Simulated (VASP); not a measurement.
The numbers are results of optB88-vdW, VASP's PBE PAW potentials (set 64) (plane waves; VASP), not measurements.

Input for VASP

### INCAR
```
# general
SYSTEM   = BaTiO3
PREC     = Accurate
ENCUT    = 520
LREAL    = .FALSE.   # projection in real space or not
LASPH    = .TRUE.   # aspherical one-centre terms

# electronic loop
EDIFF    = 1E-7   # SCF stop (eV)
NELM     = 100   # most electronic steps
ALGO     = Normal
LMAXMIX  = 4

# smearing
ISMEAR   = -5   # tetrahedra, Bloechl

# functional
GGA      = BO
LUSE_VDW = .TRUE.
AGGAC    = 0.0
PARAM1   = 0.1833333333
PARAM2   = 0.22

# ions
ISIF     = 2   # forces and stress, cell fixed

# output
LWAVE    = .FALSE.
LCHARG   = .TRUE.
LORBIT   = 11   # lm-projected
NEDOS    = 601   # DOS grid

# other
LEFG     = .TRUE.
```

**KPOINTS**
```
Automatic mesh
0
Gamma
6 6 6
0 0 0
```

### POSCAR
```
BaTiO3
4.1153860
  0.9727011481   0.0000000000   0.0000000000
  0.0000000000   0.9727011481   0.0000000000
  0.0000000000   0.0000000000   0.9999998861
Ba Ti O
1 1 3
direct
  0.0000000000   0.0000000000   0.0033777059
  0.5000000000   0.5000000000   0.5213899616
  0.5000000000   0.5000000000   0.9702955874
  0.0000000000   0.5000000000   0.4844683725
  0.5000000000   0.0000000000   0.4844683725
```

POTCAR, in this order: Ba_sv Ti_sv O (PBE.64 set). Program: vasp_std.

What will the output report for the number of irreducible k-points (NKPTS), largest plane-wave count, number of space-group operations, FFT grid (NGX, NGY, NGZ)?

| Quantity | Result |
|---|---|
| number of irreducible k-points (NKPTS) | 40 |
| largest plane-wave count | 1795 |
| number of space-group operations | 8 |
| FFT grid (NGX, NGY, NGZ) | 30 × 30 × 32 |

The compound is BaTiO3 in the tetragonal perovskite structure. It was relaxed first.
